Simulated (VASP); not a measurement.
Output of a VASP run:

### OSZICAR
```
       N       E                     dE             d eps       ncg     rms          rms(c)
DAV:   1     0.251243234154E+03    0.25124E+03   -0.17915E+04  1056   0.151E+03
DAV:   2    -0.971111614733E+00   -0.25221E+03   -0.24774E+03  1128   0.367E+02
DAV:   3    -0.156672742072E+02   -0.14696E+02   -0.14642E+02  1266   0.877E+01
DAV:   4    -0.158430890856E+02   -0.17581E+00   -0.17567E+00  1230   0.944E+00
DAV:   5    -0.158458720802E+02   -0.27830E-02   -0.27828E-02  1290   0.118E+00    0.127E+01
DAV:   6    -0.148670634327E+02    0.97881E+00   -0.23929E+00  1398   0.174E+01    0.963E+00
DAV:   7    -0.148352854347E+02    0.31778E-01   -0.82927E-01  1206   0.548E+00    0.362E+00
DAV:   8    -0.148202350397E+02    0.15050E-01   -0.15366E-01  1298   0.416E+00    0.587E-01
DAV:   9    -0.148184630370E+02    0.17720E-02   -0.24403E-02  1334   0.214E+00    0.171E-01
DAV:  10    -0.148181326362E+02    0.33040E-03   -0.15659E-03  1302   0.489E-01    0.771E-02
DAV:  11    -0.148181450425E+02   -0.12406E-04   -0.11500E-04  1272   0.761E-02    0.856E-02
DAV:  12    -0.148181481289E+02   -0.30864E-05   -0.14384E-05  1226   0.209E-02    0.116E-01
DAV:  13    -0.148181725437E+02   -0.24415E-04   -0.14450E-04  1170   0.808E-02    0.157E-01
DAV:  14    -0.148181665962E+02    0.59475E-05   -0.95150E-06  1188   0.393E-02    0.975E-02
DAV:  15    -0.148181567018E+02    0.98943E-05   -0.10299E-05  1110   0.197E-02    0.526E-02
DAV:  16    -0.148181538960E+02    0.28058E-05   -0.15038E-05  1146   0.179E-02    0.308E-03
DAV:  17    -0.148181541115E+02   -0.21551E-06   -0.62107E-07  1274   0.537E-03    0.102E-02
DAV:  18    -0.148181540682E+02    0.43332E-07   -0.27241E-08   564   0.214E-03
   1 F= -.14818154E+02 E0= -.14818154E+02  d E =0.000000E+00
```

OUTCAR:
```
------------------------ aborting loop because EDIFF is reached ----------------------------------------
  FORCE on cell =-STRESS in cart. coord.  units (eV):
  Direction    XX          YY          ZZ          XY          YZ          ZX
  --------------------------------------------------------------------------------------
  Total       -0.0193996     -0.0193996      0.0526989      0.0000000      0.0000000      0.0000000
  in kB       -0.3231920     -0.3231920      0.8779474      0.0000000      0.0000000      0.0000000
  external PRESSURE =       0.0771878 kB  Pullay stress =       0.0000000 kB
  volume of cell :       96.17
      direct lattice vectors                 reciprocal lattice vectors
     2.044485542 -3.541152668  0.000000000     0.244560301 -0.141196962  0.000000000
     2.044485542  3.541152668  0.000000000     0.244560301  0.141196962  0.000000000
     0.000000000  0.000000000  6.641784431     0.000000000  0.000000000  0.150561948
  FREE ENERGIE OF THE ION-ELECTRON SYSTEM (eV)
  ---------------------------------------------------
  free  energy   TOTEN  =       -14.8181540682 eV

  energy  without entropy=      -14.8181540682  energy(sigma->0) =      -14.81815407

 total charge

# of ion       s       p       d       tot
------------------------------------------
    1        0.446   0.353   9.554  10.353
    2        0.446   0.353   9.554  10.353
    3        1.322   2.392   0.000   3.714
    4        1.322   2.392   0.000   3.714
--------------------------------------------------
tot          3.536   5.489  19.108  28.133
```
(Selected blocks of OUTCAR.)

File POSCAR:
```
CdS
1
    2.0444855418    -3.5411526684     0.0000000000
    2.0444855418     3.5411526684     0.0000000000
    0.0000000000     0.0000000000     6.6417844313
Cd S
2 2
Direct
  0.6666670000   0.3333330000   0.5000096857
  0.3333330000   0.6666670000   0.0000096857
  0.6666670000   0.3333330000   0.8769903143
  0.3333330000   0.6666670000   0.3769903143
```

Problem. Reconstruct the remaining input files.

Solution. This is not unique; one that fits is the input of the run itself, LDA (Ceperley-Alder, Perdew-Zunger), plane waves, VASP's LDA PAW potentials (set 64).

INCAR:
```
! general
SYSTEM  = CdS
PREC    = Accurate
ENCUT   = 520
LREAL   = .False.
LASPH   = .True.   ! aspherical one-centre terms

! electronic loop
EDIFF   = 1E-7
NELM    = 100   ! most electronic steps
ALGO    = Normal
LMAXMIX = 4   ! l cut-off of mixed one-centre charges

! smearing
ISMEAR  = -5   ! tetrahedra, Bloechl

! ions
ISIF    = 2

! output
LWAVE   = .False.
LCHARG  = .True.
LORBIT  = 11
NEDOS   = 601   ! DOS grid
```

KPOINTS:
```
Automatic mesh
0
Gamma
7 7 4
0 0 0
```

POTCAR, in this order: Cd S (LDA.64 set). Program: vasp_std.

The compound is CdS in the wurtzite structure. It was relaxed first.
